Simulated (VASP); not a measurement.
The input files of a VASP run:

INCAR:
```
SYSTEM = NbSi
PREC = Accurate
ENCUT = 400
EDIFF = 1E-6
NELM = 100
ALGO = Normal
LREAL = .FALSE.
LASPH = .TRUE.
ISMEAR = 1
SIGMA = 0.1
GGA = PS
LMAXMIX = 4
LWAVE = .FALSE.
LCHARG = .FALSE.
IBRION = 2
ISIF = 3
NSW = 60
EDIFFG = -0.01
```

### POSCAR
```
NbSi
1
    0.0000000000     2.5500200142     2.5500200142
    2.5500200142     0.0000000000     2.5500200142
    2.5500200142     2.5500200142     0.0000000000
Nb Si
1 1
Direct
  0.0000000000   0.0000000000   0.0000000000
  0.5000000000   0.5000000000   0.5000000000
```

### KPOINTS
```
Automatic mesh
0
Gamma
11 11 11
0 0 0
```

POTCAR, in this order: Nb_sv Si (PBE.64 set). Program: vasp_std.

**Question.** Write an equivalent input for Quantum ESPRESSO's pw.x.

**Answer.** One equivalent input (not run):
```
&CONTROL
  calculation = 'vc-relax'
  pseudo_dir = './pseudo'
  outdir = './out'
  tprnfor = .true.
  tstress = .true.
  nstep = 60
  forc_conv_thr = 0.00039
/
&SYSTEM
  ibrav = 0
  nat = 2
  ntyp = 2
  ecutwfc = 82
  occupations = 'smearing'
  smearing = 'methfessel-paxton'
  degauss = 0.00735
  input_dft = 'pbesol'
/
&ELECTRONS
  conv_thr = 7.3e-08
  electron_maxstep = 100
/
&IONS
/
&CELL
/
ATOMIC_SPECIES
  Nb 92.906 Nb.upf
  Si 28.085 Si.upf
CELL_PARAMETERS angstrom
     0.0000000    2.5500200    2.5500200
     2.5500200    0.0000000    2.5500200
     2.5500200    2.5500200    0.0000000
ATOMIC_POSITIONS crystal
  Nb   0.0000000  0.0000000  0.0000000
  Si   0.5000000  0.5000000  0.5000000
K_POINTS automatic
  11 11 11 0 0 0
```
The two are equivalent in intent, not identical: the potentials are each code's own (VASP's PAW set, PseudoDojo norm-conserving files in pw.x), so ENCUT and ecutwfc are chosen apart and not converted; conv_thr bounds pw.x's estimated SCF error, while EDIFF bounds the energy change between steps; forc_conv_thr acts on force components and is met together with etot_conv_thr.

The structure was generated: NbSi was put into the rock salt type (Fm-3m), which need not be its known phase. This run relaxes it. Symmetry was kept, so distortions that lower it aren't found. The start is the result of an earlier pass.
